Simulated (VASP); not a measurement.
Set up this calculation in VASP 6.6.1, as the native input.

```yaml
Task: relaxation of cell and atoms
Functional: PBEsol
Potentials_or_basis: VASP PAW PBE potentials, release 64 (Ge_d, Au)
Cutoff: 600 eV
k_mesh: 10 × 10 × 5
Occupations: methfessel-paxton, width 0.2 eV
Spin: no spin polarisation
Further_INCAR_settings: ALGO = Fast; EDIFF = 1e-06; IBRION = 2; EDIFFG = -0.01; NSW = 40; ISIF = 3
```

The structure of GeAu2 lies in POSCAR:

```
GeAu2
1.0
    3.1734252800      0.0000000000      0.0000000000
   -1.5867126400      2.7482669100      0.0000000000
    0.0000000000      0.0000000000      5.8020201400
Ge Au
1 2
Direct
    0.0000000000      0.0000000000      0.0000000000
    0.3333333300      0.6666666700      0.2500000000
    0.6666666700      0.3333333300      0.7500000000
```

The cell was built by a generator and needn't be a form met in nature.

These files were run (other wordings do the same):

INCAR

```
  PREC = Accurate
  ENCUT = 600
  EDIFF = 1E-6
  ISMEAR = 1
  SIGMA = 0.2
  LREAL = F
  LASPH = T
  NELM = 60
  ALGO = Fast
  ISIF = 3
  LWAVE = F
  LCHARG = F
  GGA = PS
  IBRION = 2
  NSW = 40
  EDIFFG = -0.01
```

KPOINTS

```
Automatic mesh
0
Gamma
  10 10 5
```

Potentials or basis: VASP PAW PBE potentials, release 64 (Ge_d, Au).

Launch:

```sh
$ cat potpaw_PBE.64/Ge_d/POTCAR potpaw_PBE.64/Au/POTCAR > POTCAR
$ mpirun -np 1 vasp_std > vasp.out
```

Results of the run:

* Relaxed volume: 18.29 Å³/atom
* Relaxed cell: a = 3.366 Å, b = 3.366 Å, c = 5.593 Å, α = 90.00°, β = 90.00°, γ = 120.00°
* Space group after relaxing (to 0.05 Å): P-3m1 (No. 164)
* Energy gained by relaxing: 753.6 meV/atom
* Ionic steps: 24
* Pressure after relaxing: 0.0 GPa
* Largest force after relaxing: 0.004 eV/Å
* Band gap on the k mesh: none (metal or under the smearing width)

Caveat: the PAW data sets were made with another functional, which shifts forces and pressure a little.

Run time: 25 min on 1 thread of Intel(R) Xeon(R) Platinum 8259CL CPU @ 2.50GHz (Skylake/Cascade Lake), with other jobs on the host, peak memory 0.26 GiB.
